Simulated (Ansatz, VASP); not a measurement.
# YF3 (Waimirite-(Y)): VASP beside Ansatz

One calculation is typed for both programs; each brings its own data sets and cutoff. How far apart do they land?

Calculated with Ansatz 0.2.0; plane waves, with VASP 6.6.1 beside it; single point at LDA.

**1. The starting structure**

The structure is orthorhombic, space group Pnma (No. 62). Conventional cell: a = 6.354 Å, b = 6.854 Å, c = 4.395 Å, α = 90.00°, β = 90.00°, γ = 90.00°. Nearest to Y lie 9 F at 2.28 to 2.54 Å. Nearest to F lie 3 Y at 2.28 to 2.31 Å. F has 3 Y at 2.28 to 2.54 Å nearest. Farther neighbours and most contacts between anions are not listed.

Structure file:

```xyz
16
Lattice="6.3537 0.0000 0.0000 0.0000 6.8545 0.0000 0.0000 0.0000 4.3953" Properties=species:S:1:pos:R:3 pbc="T T T"
Y     4.0200    5.1409    4.1355
Y     5.5106    1.7136    1.9379
Y     0.8431    5.1409    2.4574
Y     2.3337    1.7136    0.2598
F     1.0496    2.9865    1.6504
F     2.1272    3.8680    3.8481
F     4.2265    0.4407    0.5472
F     5.3041    6.4138    2.7449
F     5.3041    3.8680    2.7449
F     4.2265    2.9865    0.5472
F     2.1272    6.4138    3.8481
F     1.0496    0.4407    1.6504
F     3.0326    5.1409    1.7977
F     0.1442    1.7136    3.9953
F     6.2095    5.1409    0.4000
F     3.3211    1.7136    2.5976
```

**2. Ansatz: single point, LDA**

Ansatz runs on its default PAW (the set named soft_2) files.

With cell and atoms fixed, the geometry can't cause a difference; cores, projectors, grids and the points listed under the comparison can.

The input, input.yaml:

```yaml
crystal:
  lattice:
    - [6.3537, 0.0, 0.0]
    - [0.0, 6.8545, 0.0]
    - [0.0, 0.0, 4.3953]
  atoms:
    - { symbol: "Y", position: [0.6327, 0.75, 0.9409] }
    - { symbol: "Y", position: [0.8673, 0.25, 0.4409] }
    - { symbol: "Y", position: [0.1327, 0.75, 0.5591] }
    - { symbol: "Y", position: [0.3673, 0.25, 0.0591] }
    - { symbol: F, position: [0.1652, 0.4357, 0.3755] }
    - { symbol: F, position: [0.3348, 0.5643, 0.8755] }
    - { symbol: F, position: [0.6652, 0.0643, 0.1245] }
    - { symbol: F, position: [0.8348, 0.9357, 0.6245] }
    - { symbol: F, position: [0.8348, 0.5643, 0.6245] }
    - { symbol: F, position: [0.6652, 0.4357, 0.1245] }
    - { symbol: F, position: [0.3348, 0.9357, 0.8755] }
    - { symbol: F, position: [0.1652, 0.0643, 0.3755] }
    - { symbol: F, position: [0.4773, 0.75, 0.409] }
    - { symbol: F, position: [0.0227, 0.25, 0.909] }
    - { symbol: F, position: [0.9773, 0.75, 0.091] }
    - { symbol: F, position: [0.5227, 0.25, 0.591] }
hamiltonian:
  xc: lda
  pseudopotentials: { kind: paw }
kpoints:
  mp_grid: { grid: [3, 3, 4] }
scf:
  occupations: { method: gaussian, width: 0.01 }
  n_extra_bands: 8
output:
  forces: true
  stress: true
  eigenvalues: true
```

Started as:

```bash
> ansatz run input.yaml --threads 4 --pin off --max-ram 9216MiB --backend cpu --events-out ev --progress --plain --runs-dir out
```

Numbers of over 12 decimals in the logs are rounded to 6 here.

Log:

```text
scf.n_extra_bands = 8 over 64 filled bands (N_el = 128.0): the run solves 72 bands
Engine: ansatz 0.2.0, aarch64-unknown-linux-gnu
Pseudopotentials: kind: paw
Pseudopotential: Y, paw, valence charge 11, recommended cutoff 420 eV (normal), Y.paw.azcp
Pseudopotential: F, paw, valence charge 7, recommended cutoff 420 eV (normal), F.paw.azcp
Functional definition: SPW92
  exchange = slater_x
  correlation = pw_c
Crystal: 16 atoms, lattice volume = 191.422 Å³
Basis set: ecut = 420 eV, 3753 PW (Γ)
Bands: 72, of which v1, the nominal top of the filled ones, is band 64 counted from 1 (63 counted from 0)
Symmetry: 8 space group operations
Space group: Pnma (ITA 62), of the structure as read, at distance tolerance 5.8e-5 Å
k-points: 12 of 36
Non-local potential: Y, projectors of the file, l = 0: 3, l = 1: 2, l = 2: 2, l = 3: 1
Non-local potential: F, projectors of the file, l = 0: 2, l = 1: 2, l = 2: 1
PAW form: soft (Blöchl's): semilocal exchange-correlation on the pseudo side does not see the compensation charge
PAW frozen core: Y, regenerated for the run's functional, and the local potential with it (the file was generated under x = pbe(κ = 0.804, μ = 0.219515), c = pbe(β = 0.066725))
PAW frozen core: F, regenerated for the run's functional, and the local potential with it (the file was generated under x = pbe(κ = 0.804, μ = 0.219515), c = pbe(β = 0.066725))
PAW one-centre angular grid: Y, 590 points (default); XC on 64 Gauss nodes
PAW one-centre angular grid: F, 110 points (default); XC on 64 Gauss nodes
Initial density: superposition of atomic densities (neutral atoms: chi_scale 0, normalization atom), corrected by the library's trained network
Initial wavefunctions: pseudopotential atomic-orbital guess
Functional: x = slater, c = lda
SCF iter   1: F=—  HF=-24541.565727 eV  |F-HF|=—  |Δ(HF+E_count)|=         —  Δρ=2.28e-2  dr2=6.98e-1  ethr=1.77e-3  ⟨swp⟩=5.0  Hψ=3050  notcnv=0
preconditioner: auto → Resta (q_TF=auto, 2.551 Å⁻¹)  ε∞=4.1  [insulator: Δε(μ)=7.379 eV  Ē_g=16.752 eV  σ=0.010 eV  W_gap=1.00  n_scr=54 (ndim 8)  ℏωp=29.4 eV  f_vac=0.033  D(μ)=0.00/eV (n_scr^D=0)  ε∞_Penn≈4.1]
SCF iter   2: F=—  HF=-24541.376356 eV  |F-HF|=—  |Δ(HF+E_count)|=   1.89e-1  Δρ=5.54e-3  dr2=1.51e-2  ethr=5.45e-4  ⟨swp⟩=2.0  Hψ=1535  notcnv=0  defer=25
SCF iter   3: F=—  HF=-24541.373047 eV  |F-HF|=—  |Δ(HF+E_count)|=   3.31e-3  Δρ=2.45e-3  dr2=5.03e-3  ethr=1.18e-5  ⟨swp⟩=2.1  Hψ=1343  notcnv=0  defer=25
SCF iter   4: F=—  HF=-24541.372075 eV  |F-HF|=—  |Δ(HF+E_count)|=   9.72e-4  Δρ=5.85e-4  dr2=3.54e-4  ethr=3.93e-6  ⟨swp⟩=1.0  Hψ=839  notcnv=0  defer=25
SCF iter   5: F=—  HF=-24541.372017 eV  |F-HF|=—  |Δ(HF+E_count)|=   5.86e-5  Δρ=1.29e-4  dr2=2.54e-5  ethr=2.77e-7  ⟨swp⟩=2.0  Hψ=1271  notcnv=0  defer=25
SCF iter   6: F=—  HF=-24541.372012 eV  |F-HF|=—  |Δ(HF+E_count)|=   4.36e-6  Δρ=2.19e-5  dr2=1.17e-6  ethr=1.99e-8  ⟨swp⟩=2.1  Hψ=1218  notcnv=0  defer=25
SCF iter   7: F=-24541.372013 eV  HF=-24541.372013 eV  |F-HF|=4.77e-9  |Δ(HF+E_count)|=   3.27e-7  Δρ=4.79e-6  dr2=4.72e-8  ethr=7.81e-11  ⟨swp⟩=9.7  Hψ=3519  notcnv=0
SCF 1 converged in 7 iterations: F = -24541.372013 eV  dr2 = 4.72e-8
  greatest PAW one-centre occupation: 0.993 electrons in one spin orbital (limit 2), on the Y atom at site 3 (counted from 0), in its partial waves of l = 0
SCF converged after 7 iterations
Free energy (F): -24541.372013 eV
Harris-Foulkes:  -24541.372013 eV  (|F-HF|=4.77e-9)
Internal energy: -24541.372013 eV  (E = F + TS)
E sigma→0 (E₀):  -24541.372013 eV
Fermi energy:    8.963601 eV
--- Per-component energies (eV) ---
  E_band       = -685.347384
  E_kinetic    = 3683.601842
  E_local      = -8226.333816  (includes V_loc(G=0)·N_el)
  E_nonlocal   = 1121.432930
  E_hartree    = 2889.765059
  E_xc         = -1628.360437
  E_vxc        = -2013.072008  (∫ρ·V_xc dr)
  E_paw        = -13147.649609  (= ΣΔE_a)
  E_vpaw       = -1030.536626  (= ΣTr[D̂ρ^β])
  E_aug_tail   = 0.024561  (compensation charges beyond the density's cutoff)
  E_ewald      = -9236.529907
  E_core_change = 2.677364  (= ΣΔE_core)
  E_smearing   = -0.000000  (= −TS)
  E_closure    = 0.000000  (closes the sum)
  Σ components = -24541.372013   (vs F -24541.372013, Δ=0.00e0)
--- Forces (eV/Å), atoms counted from 1 ---
  atom   1  Y     -0.06742790     0.00000000     0.00211031
  atom   2  Y      0.06742790     0.00000000     0.00211031
  atom   3  Y     -0.06742790     0.00000000    -0.00211031
  atom   4  Y      0.06742790     0.00000000    -0.00211031
  atom   5  F     -0.10627017     0.04514677     0.02781967
  atom   6  F      0.10627017    -0.04514677     0.02781967
  atom   7  F     -0.10627017    -0.04514677    -0.02781967
  atom   8  F      0.10627017     0.04514677    -0.02781967
  atom   9  F      0.10627017    -0.04514677    -0.02781967
  atom  10  F     -0.10627017     0.04514677    -0.02781967
  atom  11  F      0.10627017     0.04514677     0.02781967
  atom  12  F     -0.10627017    -0.04514677     0.02781967
  atom  13  F     -0.04298489     0.00000000    -0.02373715
  atom  14  F      0.04298489     0.00000000    -0.02373715
  atom  15  F     -0.04298489     0.00000000     0.02373715
  atom  16  F      0.04298489     0.00000000     0.02373715
  max |Σ_I F_I| component: 2.78e-17 eV/Å
--- Stress (GPa, compression-positive) ---
       -7.378807       0.000000       0.000000
        0.000000      -6.482684       0.000000
        0.000000       0.000000      -6.357833
  P = ⅓ Tr σ = -6.7398 GPa (-67.398 kbar)
--- Band table (eV; the first three rows and the last of 12) ---
  k-point 0: bands = [... 60 lower, 4.9651, 5.0177, 5.0297, 5.0620, 12.8035, 13.2419, 13.3040, 13.4045, ... 4 higher]
  k-point 1: bands = [... 60 lower, 4.7545, 4.8576, 5.0676, 5.0787, 13.0099, 13.2147, 13.2901, 13.3707, ... 4 higher]
  k-point 2: bands = [... 60 lower, 4.6949, 4.6949, 5.1237, 5.1237, 12.8852, 12.8852, 13.3411, 13.3411, ... 4 higher]
  k-point 11: bands = [... 60 lower, 4.7658, 4.7658, 5.0183, 5.0183, 13.0664, 13.0664, 13.3312, 13.3312, ... 4 higher]
```

Elapsed: 3.4 s, on 4 threads of Arm Neoverse V2, shared host; peak memory 0.63 GiB; 11 s of CPU time.

The run ends at a pressure of -6.74 GPa, with forces up to 0.12 eV/Å.

**3. VASP: single point, LDA**

The same cell, functional (in two slightly different forms), mesh and smearing now go to VASP, with its own data sets and cutoff.

Lines of VASP's logs that name or quote its potential files are left out, and so is its time.

The input, INCAR:

```
SYSTEM = YF3
PREC = Accurate
ENCUT = 520
EDIFF = 1E-07
NELM = 100
ISMEAR = 0
SIGMA = 0.01
LREAL = .FALSE.
ALGO = Normal
GGA = CA
NBANDS = 80
LASPH = .TRUE.
LORBIT = 11
LWAVE = .FALSE.
LCHARG = .FALSE.
KPAR = 4
NCORE = 2
```

The input, POSCAR:

```
YF3
1.0
    6.3537000000      0.0000000000      0.0000000000
    0.0000000000      6.8545000000      0.0000000000
    0.0000000000      0.0000000000      4.3953000000
Y F
4 12
Direct
    0.6327000000      0.7500000000      0.9409000000
    0.8673000000      0.2500000000      0.4409000000
    0.1327000000      0.7500000000      0.5591000000
    0.3673000000      0.2500000000      0.0591000000
    0.1652000000      0.4357000000      0.3755000000
    0.3348000000      0.5643000000      0.8755000000
    0.6652000000      0.0643000000      0.1245000000
    0.8348000000      0.9357000000      0.6245000000
    0.8348000000      0.5643000000      0.6245000000
    0.6652000000      0.4357000000      0.1245000000
    0.3348000000      0.9357000000      0.8755000000
    0.1652000000      0.0643000000      0.3755000000
    0.4773000000      0.7500000000      0.4090000000
    0.0227000000      0.2500000000      0.9090000000
    0.9773000000      0.7500000000      0.0910000000
    0.5227000000      0.2500000000      0.5910000000
```

The input, KPOINTS:

```
Automatic mesh
0
Gamma
3 3 4
0 0 0
```

The projector-augmented-wave data sets are Y_sv and F (PBE family, release 64).

Started as:

```bash
> mpirun -np 8 vasp_std
```

Log:

```text
[banner, memory and clock lines left out]
running    8 mpi-ranks, on    1 nodes
 distrk:  each k-point on    2 cores,    4 groups
 distr:  one band on    2 cores,    1 groups

 POSCAR found type information on POSCAR Y F
 POSCAR found :  2 types and      16 ions
|                                                                             |
|               ----> ADVICE to this user running VASP <----                  |
|                                                                             |
|     You enforced a specific xc type in the INCAR file but a different       |
|     [... a line on the potential file left out ...]
|     I HOPE YOU KNOW WHAT YOU ARE DOING!                                     |
|                                                                             |

 LDA part: xc-table for (Slater(with rela. corr.)+CA(PZ))
 , standard interpolation
 POSCAR, INCAR and KPOINTS ok, starting setup
 FFT: planning ... GRIDC
 FFT: planning ... GRID_SOFT
 FFT: planning ... GRID
 WAVECAR not read
 entering main loop
       N       E                     dE             d eps       ncg     rms          rms(c)
DAV:   2    -0.605667733272E+02   -0.10607E+04   -0.10239E+04  2264   0.425E+02
DAV:   3    -0.130719425559E+03   -0.70153E+02   -0.69856E+02  2384   0.104E+02
DAV:   4    -0.135604492711E+03   -0.48851E+01   -0.48791E+01  3200   0.179E+01
DAV:   5    -0.135666458788E+03   -0.61966E-01   -0.61954E-01  2280   0.262E+00    0.602E+01
DAV:   6    -0.124809009817E+03    0.10857E+02   -0.40518E+01  2160   0.249E+01    0.519E+01
DAV:   7    -0.124335541360E+03    0.47347E+00   -0.48802E+00  2896   0.707E+00    0.311E+01
DAV:   8    -0.124225526783E+03    0.11001E+00   -0.74343E-01  2240   0.415E+00    0.346E+00
DAV:   9    -0.124207896356E+03    0.17630E-01   -0.26485E-01  2336   0.201E+00    0.114E+00
DAV:  10    -0.124206109439E+03    0.17869E-02   -0.18633E-02  2224   0.628E-01    0.413E-01
DAV:  11    -0.124206635040E+03   -0.52560E-03   -0.38802E-03  2280   0.276E-01    0.186E-01
DAV:  12    -0.124206317530E+03    0.31751E-03   -0.98583E-04  2392   0.145E-01    0.710E-02
DAV:  13    -0.124206250279E+03    0.67251E-04   -0.48997E-04  2264   0.106E-01    0.387E-02
DAV:  14    -0.124206250484E+03   -0.20573E-06   -0.34685E-05  2648   0.276E-02    0.300E-02
DAV:  15    -0.124206249450E+03    0.10348E-05   -0.20529E-05  2208   0.178E-02    0.262E-02
DAV:  16    -0.124206248107E+03    0.13421E-05   -0.74773E-06  2328   0.134E-02    0.357E-03
DAV:  17    -0.124206248146E+03   -0.38184E-07   -0.82465E-07  2072   0.369E-03
   1 F= -.12420625E+03 E0= -.12420625E+03  d E =-.174814E-47
```

(Part 1 of 2 ends here.)

[Lines on the potential files, build, host, timing and source positions are cut from VASP's logs without a mark.]

[Logs are printed without paths, hosts, clocks, repeated set-up lines and the standing remarks that a program may print on its own settings, such as how far it seeks lower states.]

[Hosts, paths, dates, database ids (printed as entryN), source tags and the programs' standing remarks are cut or masked in the printed files.]
